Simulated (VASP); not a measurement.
Data:

```xyz
2
Lattice="3.2900 0.0000 0.0000 0.0000 3.2900 0.0000 0.0000 0.0000 3.2900" Properties=species:S:1:pos:R:3 pbc="T T T"
Zn     1.6450     1.6450     1.6450
Au     0.0000     0.0000     0.0000
```

The numbers are results of vdW-DF2, VASP's PBE PAW potentials (set 64) (plane waves; VASP), not measurements. Run with 520 eV cut-off, 11×11×11 Γ-centred mesh, first-order Methfessel-Paxton smearing of 0.10 eV, potentials Zn Au.

Q: Give the stress tensor in GPa (positive for a compressed cell).

A: 
```
2.57  0.00  0.00
0.00  2.57  0.00
0.00  0.00  2.57
```
The pressure is its mean diagonal, 2.57 GPa.

The compound is AuZn in the CsCl type structure. This cell is one point of a volume scan, at 0.97 of the reference volume. The electron count is odd and the run is not spin-polarised, which forces a metal.
